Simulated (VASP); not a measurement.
**Ga2O3: structure and properties in VASP**

Aim: relax Ga2O3, then compute properties on the relaxed cell. The steps: full relaxation (rev-vdW-DF2), second relaxation, density, ELF and potential (rev-vdW-DF2), band structure (rev-vdW-DF2), total and projected DOS (rev-vdW-DF2), volume scan with rev-vdW-DF2, fit for rev-vdW-DF2 and vibrations at Γ (rev-vdW-DF2). The start is a computed cell from the Materials Project.

Main program and level: VASP 6.6.1; rev-vdW-DF2; plane waves and PAW (Ga_d, O).

## (1) Set-up

Before any relaxation, the start is as follows. The structure is trigonal, space group R-3c (No. 167). The conventional cell has a = 4.997 Å, b = 4.997 Å, c = 13.451 Å, α = 90.00°, β = 90.00°, γ = 120.00°. Nearest to Ga lie 6 O at 1.93 to 2.08 Å. O has 4 Ga at 1.93 to 2.08 Å nearest. Farther neighbours and most contacts between anions are not listed.

## (2) Full relaxation (rev-vdW-DF2)

The start need not lie at this functional's minimum. ISIF = 3 frees volume, shape and positions, and EDIFFG sets the threshold on forces and stress at which the search stops. rev-vdW-DF2 revises the exchange of vdW-DF2 for solids. LUSE_VDW switches on a nonlocal correlation term for dispersion.

INCAR reads:

```
SYSTEM = Ga2O3
PREC = Accurate
ENCUT = 520
EDIFF = 1E-06
NELM = 100
ISMEAR = 0
SIGMA = 0.05
LREAL = .FALSE.
ALGO = Normal
GGA = MK
AGGAC = 0
LUSE_VDW = .TRUE.
PARAM1 = 0.1234
PARAM2 = 0.711357
ZAB_VDW = -1.8867
LASPH = .TRUE.
NBANDS = 54
LORBIT = 11
LWAVE = .FALSE.
LCHARG = .FALSE.
KPAR = 8
IBRION = 2
NSW = 60
ISIF = 3
EDIFFG = -0.01
```

POSCAR reads:

```
Ga2O3
1.0
    2.4986991939      1.4426246522      4.4835497685
   -2.4986991939      1.4426246522      4.4835497685
    0.0000000000     -2.8852493044      4.4835497685
Ga O
4 6
Direct
    0.8555855800      0.8555855800      0.8555855800
    0.6444144200      0.6444144200      0.6444144200
    0.1444144200      0.1444144200      0.1444144200
    0.3555855800      0.3555855800      0.3555855800
    0.7500000000      0.4468328200      0.0531671800
    0.4468328200      0.0531671800      0.7500000000
    0.0531671800      0.7500000000      0.4468328200
    0.2500000000      0.5531671800      0.9468328200
    0.9468328200      0.2500000000      0.5531671800
    0.5531671800      0.9468328200      0.2500000000
```

KPOINTS reads:

```
Automatic mesh
0
Gamma
7 7 7
0 0 0
```

Potentials, in the order of the species: Ga_d and O (PBE family, release 64).

Started as:

```sh
$ mpirun -np 8 vasp_std
```

Output:

```text
[banner, memory and clock lines left out]
running    8 mpi-ranks, on    1 nodes
 distrk:  each k-point on    1 cores,    8 groups
 distr:  one band on    1 cores,    1 groups

 POSCAR found type information on POSCAR GaO
 POSCAR found :  2 types and      10 ions
|                                                                             |
|           W    W    AA    RRRRR   N    N  II  N    N   GGGG   !!!           |
|           W    W   A  A   R    R  NN   N  II  NN   N  G    G  !!!           |
|           W    W  A    A  R    R  N N  N  II  N N  N  G       !!!           |
|           W WW W  AAAAAA  RRRRR   N  N N  II  N  N N  G  GGG   !            |
|           WW  WW  A    A  R   R   N   NN  II  N   NN  G    G                |
|           W    W  A    A  R    R  N    N  II  N    N   GGGG   !!!           |
|                                                                             |
|     For optimal performance we recommend to set                             |
|       NCORE = 2 up to number-of-cores-per-socket                            |
|     NCORE specifies how many cores store one orbital (NPAR=cpu/NCORE).      |
|     This setting can greatly improve the performance of VASP for DFT.       |
|     The default, NCORE=1 might be grossly inefficient on modern             |
|     multi-core architectures or massively parallel machines. Do your        |
|     Unfortunately you need to use the default for GW and RPA                |
|     calculations (for HF NCORE is supported but not extensively tested      |
|     yet).                                                                   |
|                                                                             |

|                                                                             |
|               ----> ADVICE to this user running VASP <----                  |
|                                                                             |
|     You have switched on vdW-DFT.                                           |
|     This routine was written and supplied by Jiri Klimes. We recommend      |
|     that you carefully read and cite the following publications:            |
|       J. Klimes, D.R. Bowler, A. Michelides                                 |
|          J. Phys.: Cond Matt. 22 022201 (2010)                              |
|       J. Klimes, D.R. Bowler, A. Michelides                                 |
|          Phys. Rev. B. 83, 195131 (2011)                                    |
|     and references therein.                                                 |
|                                                                             |

|                                                                             |
|               ----> ADVICE to this user running VASP <----                  |
|                                                                             |
|     You enforced a specific xc type in the INCAR file but a different       |
|     [... a line on the potential file left out ...]
|     I HOPE YOU KNOW WHAT YOU ARE DOING!                                     |
|                                                                             |

 LDA part: xc-table for (Slater+PW92), standard interpolation
 POSCAR, INCAR and KPOINTS ok, starting setup
 FFT: planning ... GRIDC
 FFT: planning ... GRID_SOFT
 FFT: planning ... GRID
 WAVECAR not read
 entering main loop
       N       E                     dE             d eps       ncg     rms          rms(c)
DAV:   1     0.123040358043E+04    0.12304E+04   -0.40155E+04  5678   0.307E+03
DAV:   2     0.219845788105E+03   -0.10106E+04   -0.95293E+03  4864   0.819E+02
DAV:   3    -0.283047294924E+02   -0.24815E+03   -0.24143E+03  5464   0.263E+02
DAV:   4    -0.479616099398E+02   -0.19657E+02   -0.19431E+02  5992   0.804E+01
DAV:   5    -0.486918824805E+02   -0.73027E+00   -0.72881E+00  6200   0.158E+01    0.172E+01
DAV:   6    -0.400080268043E+02    0.86839E+01   -0.30506E+01  8644   0.605E+01    0.458E+00
DAV:   7    -0.401451514105E+02   -0.13712E+00   -0.29516E+00  5352   0.974E+00    0.319E+00
DAV:   8    -0.401091737054E+02    0.35978E-01   -0.48294E-01  7114   0.561E+00    0.130E+00
DAV:   9    -0.400771111923E+02    0.32063E-01   -0.18968E-01  7590   0.483E+00    0.184E-01
DAV:  10    -0.400778193067E+02   -0.70811E-03   -0.12124E-02  6846   0.106E+00    0.582E-02
DAV:  11    -0.400778786901E+02   -0.59383E-04   -0.15499E-03  6232   0.464E-01    0.184E-02
DAV:  12    -0.400778962334E+02   -0.17543E-04   -0.23462E-04  5796   0.126E-01    0.142E-02
DAV:  13    -0.400778953182E+02    0.91523E-06   -0.21264E-05  6910   0.282E-02    0.355E-03
DAV:  14    -0.400778951219E+02    0.19631E-06   -0.24394E-06  4002   0.937E-03
   1 F= -.40077895E+02 E0= -.40077895E+02  d E =-.400779E+02
 curvature:   0.00 expect dE= 0.000E+00 dE for cont linesearch  0.000E+00
 trial: gam= 0.00000 g(F)=  0.501E-03 g(S)=  0.113E+00 ort = 0.000E+00 (trialstep = 0.100E+01)
 search vector abs. value=  0.114E+00
 bond charge predicted
       N       E                     dE             d eps       ncg     rms          rms(c)
DAV:   1    -0.411346760730E+02   -0.10568E+01   -0.18852E+01  7264   0.523E+01    0.677E+00
DAV:   2    -0.403108177017E+02    0.82386E+00   -0.21211E+00  7282   0.141E+01    0.290E+00
DAV:   3    -0.401101518473E+02    0.20067E+00   -0.35698E-01  7472   0.933E+00    0.841E-01
DAV:   4    -0.400815048410E+02    0.28647E-01   -0.58687E-02  8022   0.243E+00    0.219E-01
DAV:   5    -0.400807104618E+02    0.79438E-03   -0.18018E-02  6366   0.123E+00    0.924E-02
DAV:   6    -0.400803141246E+02    0.39634E-03   -0.10678E-03  6030   0.264E-01    0.230E-02
DAV:   7    -0.400803192716E+02   -0.51469E-05   -0.12078E-04  6162   0.604E-02    0.764E-03
DAV:   8    -0.400803192202E+02    0.51363E-07   -0.55334E-06  5302   0.425E-02
   2 F= -.40080319E+02 E0= -.40080319E+02  d E =-.242410E-02
[...]
3 F= -.40105863E+02 E0= -.40105863E+02  d E =-.279676E-01
[...]
4 F= -.40105847E+02 E0= -.40105847E+02  d E =-.279523E-01
[...]
5 F= -.40106095E+02 E0= -.40106095E+02  d E =-.247494E-03
[...]
6 F= -.40106102E+02 E0= -.40106102E+02  d E =-.255031E-03
 curvature:  -0.48 expect dE=-0.166E-03 dE for cont linesearch -0.113E-05
 trial: gam= 0.80946 g(F)=  0.582E-04 g(S)=  0.289E-03 ort =-0.335E-04 (trialstep = 0.763E+00)
 search vector abs. value=  0.602E-03
 bond charge predicted
       N       E                     dE             d eps       ncg     rms          rms(c)
DAV:   1    -0.401062912052E+02   -0.18887E-03   -0.61622E-02  5620   0.149E+00    0.116E-01
DAV:   2    -0.401063203867E+02   -0.29182E-04   -0.31513E-03  6610   0.494E-01    0.571E-02
DAV:   3    -0.401062669772E+02    0.53410E-04   -0.37368E-04  6840   0.123E-01    0.199E-02
DAV:   4    -0.401062621490E+02    0.48282E-05   -0.37140E-05  5996   0.398E-02    0.113E-02
DAV:   5    -0.401062583252E+02    0.38238E-05   -0.78055E-06  6344   0.324E-02    0.192E-03
DAV:   6    -0.401062584618E+02   -0.13660E-06   -0.37539E-06  4044   0.153E-02
   7 F= -.40106258E+02 E0= -.40106258E+02  d E =-.155999E-03
 trial-energy change:   -0.000156  1 .order   -0.000146   -0.000244   -0.000048
 step:   0.9005(harm=  0.9490)  dis= 0.00199  next Energy=   -40.106263 (dE=-0.160E-03)
 reached required accuracy - stopping structural energy minimisation
```

The job ended after 16 min (8 MPI ranks of AMD EPYC 7R43, shared host; peak memory 5.3 GiB; 2.1 h of CPU time).

The logs omit lines about the potential files and the build; timing stands in the text.

OUTCAR, selected parts (step 2):

```text
ion  position               nearest neighbor table
   1  0.856  0.856  0.856-   9 1.93  10 1.93   8 1.93   7 2.08   5 2.08   6 2.08   2 2.84
   2  0.644  0.644  0.644-   8 1.93  10 1.93   9 1.93   7 2.08   5 2.08   6 2.08   1 2.84
   3  0.144  0.144  0.144-   7 1.93   6 1.93   5 1.93   8 2.08   9 2.08  10 2.08   4 2.84
   4  0.356  0.356  0.356-   5 1.93   6 1.93   7 1.93   8 2.08   9 2.08  10 2.08   3 2.84
   5  0.750  0.447  0.053-   4 1.93   3 1.93   1 2.08   2 2.08
   6  0.447  0.053  0.750-   3 1.93   4 1.93   1 2.08   2 2.08
   7  0.053  0.750  0.447-   3 1.93   4 1.93   1 2.08   2 2.08
   8  0.250  0.553  0.947-   2 1.93   1 1.93   3 2.08   4 2.08
   9  0.947  0.250  0.553-   1 1.93   2 1.93   3 2.08   4 2.08
  10  0.553  0.947  0.250-   1 1.93   2 1.93   3 2.08   4 2.08

  LATTYP: Found a trigonal (rhomboedric) cell.
 ALAT       =     5.3316866070
 COS(alpha) =     0.5607328553

 Subroutine GETGRP returns: Found 12 space group operations
 (whereof  6 operations were pure point group operations)

The static configuration has the point symmetry S_6 .
 The point group associated with its full space group is D_3d.

 Found     44 irreducible k-points:

   k-points           NKPTS =     44   k-points in BZ     NKDIM =     44   number of bands    NBANDS=     54

   dimension x,y,z NGX =    40 NGY =   40 NGZ =   40
   dimension x,y,z NGXF=    80 NGYF=   80 NGZF=   80

   ENCUT  =  520.0 eV  38.22 Ry    6.18 a.u.   9.91  9.91  9.91*2*pi/ulx,y,z

   NELECT =      88.0000    total number of electrons

 k-points in reciprocal lattice and weights: Automatic mesh
   0.00000000  0.00000000  0.00000000       0.003
   0.14285714  0.00000000  0.00000000       0.017
   0.28571429 -0.00000000  0.00000000       0.017
   0.42857143 -0.00000000  0.00000000       0.017
   0.14285714  0.14285714  0.00000000       0.017
   0.28571429  0.14285714 -0.00000000       0.035
   0.42857143  0.14285714 -0.00000000       0.035
  -0.42857143  0.14285714  0.00000000       0.035
  -0.28571429  0.14285714  0.00000000       0.035
[...]
0.42857143  0.42857143  0.42857143       0.006
  -0.42857143  0.42857143  0.42857143       0.017

 average (electrostatic) potential at core
       1 -63.7612       2 -63.7612       3 -63.7612       4 -63.7612       5 -69.4413
       6 -69.4413       7 -69.4413       8 -69.4413       9 -69.4413      10 -69.4413

 E-fermi :   4.4068

 k-point     1 :       0.0000    0.0000    0.0000
  band No.  band energies     occupation
    ...
     40       3.7963      2.00000
     41       3.7963      2.00000
     42       3.8020      2.00000
     43       3.8742      2.00000
     44       3.8742      2.00000
     45       6.6871      0.00000
     46      10.5192      0.00000
     47      10.7330      0.00000
     48      12.6769      0.00000
     49      14.1539      0.00000
    ...

 k-point     2 :       0.1429    0.0000    0.0000
  band No.  band energies     occupation
    ...
     40       3.5881      2.00000
     41       3.6199      2.00000
     42       3.7147      2.00000
     43       3.9371      2.00000
     44       4.0265      2.00000
     45       7.3513      0.00000
     46      10.4498      0.00000
     47      10.9892      0.00000
     48      12.4167      0.00000
     49      13.3384      0.00000
    ...

 k-point     3 :       0.2857   -0.0000    0.0000
  band No.  band energies     occupation
    ...
     40       3.3183      2.00000
     41       3.4860      2.00000
     42       3.5451      2.00000
     43       3.9319      2.00000
     44       4.0787      2.00000
     45       8.5886      0.00000
     46      10.3409      0.00000
     47      11.1250      0.00000
     48      11.8178      0.00000
     49      13.0273      0.00000
    ...

Total vdW correction in eV:     15.7773644

  Total        0.0702068      0.0702068     -0.0180576      0.0000000     -0.0000000      0.0000000
  in kB        1.1372419      1.1372419     -0.2925049      0.0000000     -0.0000000      0.0000000
  external PRESSURE =       0.6606596 kB  Pullay stress =       0.0000000 kB

  energy-cutoff  :      520.00
  volume of cell :       98.91
      direct lattice vectors                 reciprocal lattice vectors
     2.516642021  1.452983948  4.508200143     0.198677442  0.114706475  0.073939338
    -2.516642021  1.452983948  4.508200143    -0.198677442  0.114706475  0.073939338
     0.000000000 -2.905967896  4.508200143     0.000000000 -0.229412950  0.073939338

 POSITION                                       TOTAL-FORCE (eV/Angst)
 -----------------------------------------------------------------------------------
      0.00000      0.00000     11.57657         0.000000     -0.000000      0.001016
      0.00000      0.00000      8.71033        -0.000000     -0.000000     -0.001016
      0.00000      0.00000      1.94803        -0.000000     -0.000000     -0.001016
      0.00000      0.00000      4.81427         0.000000     -0.000000      0.001016
      0.76186      1.58638      5.63525         0.000950     -0.001646      0.000000
      0.99292     -1.45298      5.63525        -0.001901     -0.000000      0.000000
     -1.75478     -0.13340      5.63525         0.000950      0.001646      0.000000
     -0.76186     -1.58638      7.88935        -0.000950      0.001646      0.000000
      1.75478      0.13340      7.88935        -0.000950     -0.001646      0.000000
     -0.99292      1.45298      7.88935         0.001901     -0.000000      0.000000
 -----------------------------------------------------------------------------------
    total drift:                               -0.000000      0.000000      0.000000

  FREE ENERGIE OF THE ION-ELECTRON SYSTEM (eV)
  ---------------------------------------------------
  free  energy   TOTEN  =       -40.1062584618 eV

  energy  without entropy=      -40.1062584618  energy(sigma->0) =      -40.10625846

Total vdW correction in eV:     15.7773393

 reached required accuracy - stopping structural energy minimisation

 total charge
# of ion       s       p       d       tot
------------------------------------------
    1        0.670   0.711  10.236  11.618
    2        0.670   0.711  10.236  11.618
    3        0.670   0.711  10.236  11.618
    4        0.670   0.711  10.236  11.618
    5        1.553   3.498   0.000   5.051
    6        1.553   3.498   0.000   5.051
    7        1.553   3.498   0.000   5.051
    8        1.553   3.498   0.000   5.051
    9        1.553   3.498   0.000   5.051
   10        1.553   3.498   0.000   5.051
--------------------------------------------------
tot         11.998  23.832  40.945  76.775

[... 3 further parts left out ...]
```

The gap is read on the k-mesh alone, so it is an upper bound where the band edges lie off the mesh. The PAW data sets were made with PBE, which is usual practice but a small mismatch for other functionals. The run keeps the 12 symmetry operations of its start, so it cannot find a distortion of lower symmetry.

Relaxation path:

| step | energy less that of the first step (eV) | largest force (eV/Å) | pressure (GPa) | volume (Å³) |
| --- | --- | --- | --- | --- |
| 1 | 0.0000 | 0.0459 | 4.61 | 96.97 |
| 2 | -0.0024 | 0.0306 | -4.16 | 100.94 |
| 3 | -0.0280 | 0.0390 | -0.01 | 98.97 |
| 4 | -0.0280 | 0.0372 | -0.15 | 99.01 |
| 5 | -0.0282 | 0.0221 | 0.12 | 98.89 |
| 6 | -0.0282 | 0.0158 | 0.21 | 98.85 |
| 7 | -0.0284 | 0.0019 | 0.07 | 98.91 |

| conventional cell, symmetrised | before | after | change |
| --- | --- | --- | --- |
| a (Å) | 4.997 | 5.033 | +0.7 % |
| b (Å) | 4.997 | 5.033 | +0.7 % |
| c (Å) | 13.451 | 13.525 | +0.5 % |
| volume (Å³/atom) | 9.70 | 9.89 | +2.0 % |

Final coordinates:

```cif
data_structure
_symmetry_space_group_name_H-M 'P 1'
_symmetry_Int_Tables_number 1
_cell_length_a 5.3636
_cell_length_b 5.3636
_cell_length_c 5.3636
_cell_angle_alpha 55.965
_cell_angle_beta 55.965
_cell_angle_gamma 55.965
_cell_volume 98.91
loop_
_atom_site_label
_atom_site_type_symbol
_atom_site_fract_x
_atom_site_fract_y
_atom_site_fract_z
_atom_site_occupancy
Ga1 Ga 0.85596 0.85596 0.85596 1
Ga2 Ga 0.64404 0.64404 0.64404 1
Ga3 Ga 0.14404 0.14404 0.14404 1
Ga4 Ga 0.35596 0.35596 0.35596 1
O5 O 0.75000 0.44727 0.05273 1
O6 O 0.44727 0.05273 0.75000 1
O7 O 0.05273 0.75000 0.44727 1
O8 O 0.25000 0.55273 0.94727 1
O9 O 0.94727 0.25000 0.55273 1
O10 O 0.55273 0.94727 0.25000 1
```

Numbers from this step:

```
electrons                       : 88
bands                           : 54
irreducible k-points            : 44
symmetry operations             : 12
free energy (TOTEN)             : -40.11 eV
Fermi energy                    : 4.407 eV
pressure                        : 0.06607 GPa
metallic                        : no
valence top at k                : -0.1429, 0.1429, 0
conduction bottom at k          : 0, 0, 0
least direct gap at k           : 0, 0, 0
SCF cycles over all ionic steps : 53
gap on the k-mesh               : 2.574 eV
least direct gap on the k-mesh  : 2.813 eV
```

It ends with a largest force of 0.002 eV/Å and a pressure of 0.07 GPa.

(Continued in part 2 of 7.)

[Lines on the potential files, build, host, timing and source positions are cut from VASP's logs without a mark.]

[Logs are printed without paths, hosts, clocks, repeated set-up lines and the standing remarks that a program may print on its own settings, such as how far it seeks lower states.]

[Hosts, paths, dates, database ids (printed as entryN), source tags and the programs' standing remarks are cut or masked in the printed files.]

[A measured line is paired with the nearest computed mode of its activity, which favours agreement.]
